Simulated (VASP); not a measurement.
These are PBEsol GGA, VASP's PBE PAW potentials (set 64) (plane waves; VASP) values and carry that method's errors.

A VASP calculation is set up with these files.

File KPOINTS:
```
K-points
0
gamma
9 9 9
0 0 0
```

### POSCAR
```
MgS
1
    0.0000000000     2.5890714753     2.5890714753
    2.5890714753    -0.0000000000     2.5890714753
    2.5890714753     2.5890714753     0.0000000000
Mg S
1 1
Direct
  0.0000000000   0.0000000000   0.0000000000
  0.5000000000   0.5000000000   0.5000000000
```

INCAR:
```
SYSTEM = MgS
PREC = Accurate
ENCUT = 400
EDIFF = 1E-8
NELM = 100
ALGO = Normal
LREAL = .FALSE.
LASPH = .TRUE.
ISMEAR = 0
SIGMA = 0.01
GGA = PS
LWAVE = .FALSE.
LCHARG = .FALSE.
IBRION = 8
NSW = 1
LEPSILON = .TRUE.
```

POTCAR, in this order: Mg S (PBE.64 set). Program: vasp_std.

The resulting files:

File OUTCAR:
```
 ion  position               nearest neighbor table
   1  0.000  0.000  0.000-   2 2.59   2 2.59   2 2.59   2 2.59   2 2.59   2 2.59
   2  0.500  0.500  0.500-   1 2.59   1 2.59   1 2.59   1 2.59   1 2.59   1 2.59
  LATTYP: Found a face centered cubic cell.
 ALAT       =     5.1781429506
 Subroutine PRICEL returns:
 Original cell was already a primitive cell.
 Subroutine GETGRP returns: Found 48 space group operations
The static configuration has the point symmetry O_h .
The dynamic configuration has the point symmetry O_h .
 Subroutine INISYM returns: Found 48 space group operations
 Subroutine IBZKPT returns following result:
 Found     35 irreducible k-points:

 Following reciprocal coordinates:
            Coordinates               Weight
  0.000000  0.000000  0.000000      1.000000
  0.111111  0.000000  0.000000      8.000000
  0.222222  0.000000  0.000000      8.000000
  0.333333  0.000000  0.000000      8.000000
  0.444444  0.000000  0.000000      8.000000
  0.111111  0.111111  0.000000      6.000000
  0.222222  0.111111  0.000000     24.000000
  0.333333  0.111111  0.000000     24.000000
  0.444444  0.111111  0.000000     24.000000
 -0.444444  0.111111  0.000000     24.000000
 -0.333333  0.111111  0.000000     24.000000
 -0.222222  0.111111  0.000000     24.000000
 -0.111111  0.111111  0.000000     12.000000
  0.222222  0.222222  0.000000      6.000000
  0.333333  0.222222  0.000000     24.000000
  0.444444  0.222222  0.000000     24.000000
 -0.444444  0.222222  0.000000     24.000000
 -0.333333  0.222222  0.000000     24.000000
 -0.222222  0.222222  0.000000     12.000000
  0.333333  0.333333  0.000000      6.000000
  0.444444  0.333333  0.000000     24.000000
 -0.444444  0.333333  0.000000     24.000000
 -0.333333  0.333333  0.000000     12.000000
  0.444444  0.444444  0.000000      6.000000
 -0.444444  0.444444  0.000000     12.000000
  0.333333  0.222222  0.111111     24.000000
  0.444444  0.222222  0.111111     48.000000
 -0.444444  0.222222  0.111111     48.000000
  0.444444  0.333333  0.111111     24.000000
 -0.444444  0.333333  0.111111     48.000000
 -0.333333  0.333333  0.111111     48.000000
 -0.222222  0.333333  0.111111     24.000000
 -0.444444  0.444444  0.111111     24.000000
 -0.333333  0.444444  0.111111     24.000000
 -0.333333  0.444444  0.222222     24.000000
 Subroutine IBZKPT_HF returns following result:
   k-points           NKPTS =     35   k-points in BZ     NKDIM =     35   number of bands    NBANDS=      8
   number of dos      NEDOS =    301   number of ions     NIONS =      2
   total plane-waves  NPLWV =  13824
   dimension x,y,z NGX =    24 NGY =   24 NGZ =   24
   dimension x,y,z NGXF=    48 NGYF=   48 NGZF=   48
   ions per type =               1   1
   PREC   = accura    normal or accurate (medium, high low for compatibility)
   ISTART =      0    job   : 0-new  1-cont  2-samecut
   ICHARG =      2    charge: 1-file 2-atom 10-const
   ISPIN  =      1    spin polarized calculation?
   LNONCOLLINEAR =      F non collinear calculations
   LSORBIT =      F    spin-orbit coupling
   INIWAV =      1    electr: 0-lowe 1-rand  2-diag
   ENCUT  =  400.0 eV  29.40 Ry    5.42 a.u.   5.97  5.97  5.97*2*pi/ulx,y,z
   NELM   =    100;   NELMIN=  2; NELMDL= -5     # of ELM steps
   EDIFF  = 0.1E-07   stopping-criterion for ELM
   LREAL  =      F    real-space projection
   NLSPLINE    = F    spline interpolate recip. space projectors
   LMAXMIX     =    2 max onsite mixed and CHGCAR
   VOSKOWN=      0    Vosko Wilk Nusair interpolation
   EDIFFG = 0.1E-06   stopping-criterion for IOM
   NSW    =      1    number of steps for IOM
   NBLOCK =      1;   KBLOCK =      1    inner block; outer block
...
```

**OSZICAR**
```
...
RMM:   3    -0.585698930725E+00   -0.64841E-04   -0.12511E-04   921   0.697E-02
RMM:   4    -0.585700440599E+00   -0.15099E-05   -0.22325E-06   976   0.943E-03
RMM:   5    -0.585700465460E+00   -0.24860E-07   -0.65048E-08   923   0.127E-03
RMM:   6    -0.585700466491E+00   -0.10312E-08   -0.84683E-10   814   0.200E-04
 Linear response to external field (no local field effect), progress :
  Direction:   3
       N       E                     dE             d eps       ncg     rms          rms(c)
RMM:   1    -0.291709164496E+00   -0.29171E+00   -0.93112E-01  1158   0.293E+00
RMM:   2    -0.294917873464E+00   -0.32087E-02   -0.53905E-03   914   0.499E-01
RMM:   3    -0.294951188298E+00   -0.33315E-04   -0.11574E-04   909   0.615E-02
RMM:   4    -0.294951892373E+00   -0.70407E-06   -0.23885E-06   939   0.883E-03
RMM:   5    -0.294951905266E+00   -0.12893E-07   -0.71516E-08   859   0.120E-03
RMM:   6    -0.294951905749E+00   -0.48354E-09   -0.12327E-09   724   0.202E-04
 Linear response to external field, progress :
  Direction:   1
       N       E                     dE             d eps       ncg     rms          rms(c)
RMM:   1    -0.481056097302E+00   -0.48106E+00   -0.18130E+00  2533   0.347E+00
RMM:   2    -0.487816090754E+00   -0.67600E-02   -0.72407E-03  1970   0.576E-01    0.143E+00
RMM:   3    -0.446489070104E+00    0.41327E-01   -0.51070E-02  1846   0.124E+00    0.721E-01
RMM:   4    -0.457479633445E+00   -0.10991E-01   -0.24060E-02  1949   0.901E-01    0.231E-01
RMM:   5    -0.470628816125E+00   -0.13149E-01   -0.10377E-03  1909   0.257E-01    0.564E-02
RMM:   6    -0.470449163269E+00    0.17965E-03   -0.19705E-05  2035   0.358E-02    0.384E-02
RMM:   7    -0.470582078976E+00   -0.13292E-03   -0.51511E-05  1933   0.425E-02    0.959E-03
RMM:   8    -0.470711555475E+00   -0.12948E-03   -0.36630E-06  1970   0.133E-02    0.422E-03
RMM:   9    -0.470691994599E+00    0.19561E-04   -0.35011E-07  2111   0.233E-03    0.673E-04
RMM:  10    -0.470714213803E+00   -0.22219E-04    0.84023E-07  2112   0.527E-04    0.270E-04
RMM:  11    -0.470713653493E+00    0.56031E-06   -0.22676E-07  1969   0.136E-04    0.102E-04
RMM:  12    -0.470714320547E+00   -0.66705E-06    0.13667E-07   947   0.487E-05    0.181E-05
RMM:  13    -0.470714372867E+00   -0.52319E-07   -0.12010E-08   433   0.428E-05    0.886E-06
 Linear response to external field, progress :
  Direction:   2
       N       E                     dE             d eps       ncg     rms          rms(c)
RMM:   1    -0.480669263606E+00   -0.48067E+00   -0.18091E+00  2539   0.348E+00
RMM:   2    -0.487819758923E+00   -0.71505E-02   -0.71849E-03  1976   0.579E-01    0.143E+00
RMM:   3    -0.446490251550E+00    0.41330E-01   -0.51035E-02  1847   0.124E+00    0.721E-01
RMM:   4    -0.457482695124E+00   -0.10992E-01   -0.24083E-02  1952   0.902E-01    0.231E-01
RMM:   5    -0.470627431172E+00   -0.13145E-01   -0.10414E-03  1915   0.257E-01    0.563E-02
RMM:   6    -0.470447899717E+00    0.17953E-03   -0.19968E-05  2041   0.359E-02    0.383E-02
RMM:   7    -0.470582276618E+00   -0.13438E-03   -0.51622E-05  1937   0.425E-02    0.954E-03
RMM:   8    -0.470711489724E+00   -0.12921E-03   -0.36470E-06  1976   0.133E-02    0.418E-03
RMM:   9    -0.470691899026E+00    0.19591E-04    0.84838E-08  2119   0.234E-03    0.656E-04
RMM:  10    -0.470714210074E+00   -0.22311E-04    0.10631E-06  2103   0.528E-04    0.263E-04
RMM:  11    -0.470713633515E+00    0.57656E-06    0.36112E-07  1988   0.135E-04    0.989E-05
RMM:  12    -0.470714305079E+00   -0.67156E-06    0.48364E-07   896   0.482E-05    0.172E-05
RMM:  13    -0.470714359067E+00   -0.53988E-07   -0.18153E-08   423   0.420E-05    0.874E-06
 Linear response to external field, progress :
  Direction:   3
       N       E                     dE             d eps       ncg     rms          rms(c)
RMM:   1    -0.480726971278E+00   -0.48073E+00   -0.18097E+00  2536   0.348E+00
RMM:   2    -0.487818559459E+00   -0.70916E-02   -0.71983E-03  1978   0.579E-01    0.143E+00
RMM:   3    -0.446490048244E+00    0.41329E-01   -0.51036E-02  1847   0.124E+00    0.721E-01
RMM:   4    -0.457483400264E+00   -0.10993E-01   -0.24091E-02  1950   0.902E-01    0.231E-01
RMM:   5    -0.470628594308E+00   -0.13145E-01   -0.10411E-03  1910   0.257E-01    0.563E-02
RMM:   6    -0.470448607957E+00    0.17999E-03   -0.19952E-05  2044   0.359E-02    0.383E-02
RMM:   7    -0.470582349525E+00   -0.13374E-03   -0.51624E-05  1938   0.426E-02    0.954E-03
RMM:   8    -0.470711513164E+00   -0.12916E-03   -0.34746E-06  1973   0.133E-02    0.418E-03
RMM:   9    -0.470691915206E+00    0.19598E-04    0.16247E-06  2109   0.234E-03    0.655E-04
RMM:  10    -0.470714219591E+00   -0.22304E-04    0.75471E-07  2108   0.527E-04    0.264E-04
RMM:  11    -0.470713635407E+00    0.58418E-06   -0.12126E-07  1970   0.135E-04    0.987E-05
RMM:  12    -0.470714319573E+00   -0.68417E-06    0.19446E-07   909   0.488E-05    0.179E-05
RMM:  13    -0.470714367629E+00   -0.48056E-07   -0.81182E-09   409   0.414E-05    0.862E-06
 Linear response DOF=           2
 Linear response progress:
  Degree of freedom:   1/  2
       N       E                     dE             d eps       ncg     rms          rms(c)
RMM:   1    -0.201227352594E-02   -0.20123E-02   -0.22508E-03  2054   0.487E-01
RMM:   2    -0.180242119721E-02    0.20985E-03   -0.22875E-04  1923   0.120E-01    0.485E-02
RMM:   3    -0.176774029365E-02    0.34681E-04   -0.39982E-05  1938   0.389E-02    0.281E-02
RMM:   4    -0.177129186589E-02   -0.35516E-05   -0.19982E-05  1908   0.278E-02    0.777E-03
RMM:   5    -0.176907115838E-02    0.22207E-05   -0.13358E-06  1931   0.842E-03    0.167E-03
RMM:   6    -0.176932731654E-02   -0.25616E-06   -0.60396E-08  2002   0.205E-03    0.460E-04
RMM:   7    -0.176798202005E-02    0.13453E-05   -0.14845E-08  2000   0.967E-04    0.187E-04
RMM:   8    -0.176797700557E-02    0.50145E-08   -0.32103E-09  2021   0.342E-04    0.246E-05
 Linear response progress:
  Degree of freedom:   2/  2
       N       E                     dE             d eps       ncg     rms          rms(c)
RMM:   1    -0.104629125396E+00   -0.10463E+00    0.30816E-02  2549   0.270E+00
RMM:   2    -0.104581081617E+00    0.48044E-04   -0.12127E-03  1886   0.286E-01    0.101E-01
RMM:   3    -0.105185698061E+00   -0.60462E-03   -0.20826E-04  1773   0.885E-02    0.492E-02
RMM:   4    -0.105859002384E+00   -0.67330E-03   -0.13159E-04  1805   0.674E-02    0.155E-02
RMM:   5    -0.105885361377E+00   -0.26359E-04   -0.85045E-06  1937   0.231E-02    0.896E-03
RMM:   6    -0.105887205061E+00   -0.18437E-05   -0.65568E-08  2048   0.232E-03    0.773E-03
RMM:   7    -0.105901644466E+00   -0.14439E-04   -0.32507E-07  1812   0.338E-03    0.665E-04
RMM:   8    -0.105896723538E+00    0.49209E-05   -0.18442E-08  1956   0.797E-04    0.551E-04
RMM:   9    -0.105895382205E+00    0.13413E-05   -0.29743E-08  2027   0.190E-04    0.135E-04
RMM:  10    -0.105895480409E+00   -0.98204E-07   -0.26913E-07  2139   0.424E-05    0.967E-06
RMM:  11    -0.105895429489E+00    0.50921E-07    0.62724E-09  2084   0.899E-06    0.464E-06
RMM:  12    -0.105895448193E+00   -0.18704E-07   -0.52123E-08  1957   0.417E-06    0.322E-07
RMM:  13    -0.105895450899E+00   -0.27066E-08   -0.79304E-09  1304   0.147E-06    0.303E-07
 Linear response finished
```

**OUTCAR**
```
------------------------ aborting loop because EDIFF is reached ----------------------------------------

 HEAD OF MICROSCOPIC STATIC DIELECTRIC TENSOR (INDEPENDENT PARTICLE, excluding Hartree and local field effects)
 ------------------------------------------------------
           6.086805     0.000000     0.000000
           0.000000     6.086805     0.000000
          -0.000000    -0.000000     6.086805
 ------------------------------------------------------

 MACROSCOPIC STATIC DIELECTRIC TENSOR (including local field effects in DFT)
 ------------------------------------------------------
           5.496960     0.000000    -0.000000
          -0.000000     5.496960     0.000000
           0.000000     0.000000     5.496960
 ------------------------------------------------------

 PIEZOELECTRIC TENSOR (including local field effects)  for field in x, y, z        (e  Angst)
          XX          YY          ZZ          XY          YZ          ZX
  --------------------------------------------------------------------------------
  x     0.00000     0.00000     0.00000     0.00000     0.00000     0.00000
  y     0.00000     0.00000     0.00000     0.00000     0.00000     0.00000
  z     0.00000     0.00000     0.00000     0.00000     0.00000     0.00000

 PIEZOELECTRIC TENSOR (including local field effects)  for field in x, y, z        (C/m^2)
          XX          YY          ZZ          XY          YZ          ZX
  --------------------------------------------------------------------------------
  x     0.00000     0.00000     0.00000     0.00000     0.00000     0.00000
  y     0.00000     0.00000     0.00000     0.00000     0.00000     0.00000
  z     0.00000     0.00000     0.00000     0.00000     0.00000     0.00000

 BORN EFFECTIVE CHARGES (including local field effects) (in |e|, cummulative output)
 ---------------------------------------------------------------------------------
 ion    1
    1     2.30409    -0.00000     0.00000
    2    -0.00000     2.30409    -0.00000
    3     0.00000    -0.00000     2.30409
 ion    2
    1    -2.30409     0.00000    -0.00000
    2     0.00000    -2.30409     0.00000
    3    -0.00000     0.00000    -2.30409

   1 f  =    7.323441 THz    46.014537 2PiTHz  244.283698 cm-1    30.287305 meV
             X         Y         Z           dx          dy          dz
      0.000000  0.000000  0.000000     0.723931   -0.211946    0.000000
      2.589071  2.589071  2.589071    -0.630060    0.184463   -0.000000

   2 f  =    7.323441 THz    46.014537 2PiTHz  244.283698 cm-1    30.287305 meV
             X         Y         Z           dx          dy          dz
      0.000000  0.000000  0.000000     0.000000    0.000000    0.754319
      2.589071  2.589071  2.589071     0.000000   -0.000000   -0.656508

   3 f  =    7.323441 THz    46.014537 2PiTHz  244.283698 cm-1    30.287305 meV
             X         Y         Z           dx          dy          dz
      0.000000  0.000000  0.000000     0.211946    0.723931   -0.000000
      2.589071  2.589071  2.589071    -0.184463   -0.630060    0.000000

   4 f/i=    0.001175 THz     0.007380 2PiTHz    0.039177 cm-1     0.004857 meV
             X         Y         Z           dx          dy          dz
      0.000000  0.000000  0.000000     0.643273    0.130882   -0.008474
      2.589071  2.589071  2.589071     0.739113    0.150382   -0.009736

   5 f/i=    0.001175 THz     0.007380 2PiTHz    0.039177 cm-1     0.004857 meV
             X         Y         Z           dx          dy          dz
      0.000000  0.000000  0.000000    -0.001353   -0.035795   -0.655530
      2.589071  2.589071  2.589071    -0.001554   -0.041128   -0.753196

   6 f/i=    0.001175 THz     0.007380 2PiTHz    0.039177 cm-1     0.004857 meV
             X         Y         Z           dx          dy          dz
      0.000000  0.000000  0.000000    -0.131149    0.642333   -0.034803
      2.589071  2.589071  2.589071    -0.150689    0.738032   -0.039989

 MACROSCOPIC STATIC DIELECTRIC TENSOR IONIC CONTRIBUTION
 ------------------------------------------------------
           9.122367    -0.000000     0.000000
          -0.000000     9.122367    -0.000000
           0.000000    -0.000000     9.122367
 ------------------------------------------------------

 ELASTIC MODULI CONTR FROM IONIC RELAXATION (kBar)
 Direction    XX          YY          ZZ          XY          YZ          ZX
 --------------------------------------------------------------------------------
 XX           0.0000      0.0000      0.0000      0.0000      0.0000      0.0000
 YY           0.0000      0.0000      0.0000      0.0000      0.0000      0.0000
 ZZ           0.0000      0.0000      0.0000      0.0000      0.0000      0.0000
 XY           0.0000      0.0000      0.0000      0.0000      0.0000      0.0000
 YZ           0.0000      0.0000      0.0000      0.0000      0.0000      0.0000
 ZX           0.0000      0.0000      0.0000      0.0000      0.0000      0.0000
 --------------------------------------------------------------------------------

 PIEZOELECTRIC TENSOR IONIC CONTR  for field in x, y, z        (C/m^2)
          XX          YY          ZZ          XY          YZ          ZX
  --------------------------------------------------------------------------------
  x     0.00000     0.00000     0.00000     0.00000     0.00000     0.00000
  y     0.00000     0.00000     0.00000     0.00000     0.00000     0.00000
  z     0.00000     0.00000     0.00000     0.00000     0.00000     0.00000
```
(Selected blocks of OUTCAR.)

The compound is MgS in the rock salt structure. It was relaxed first.
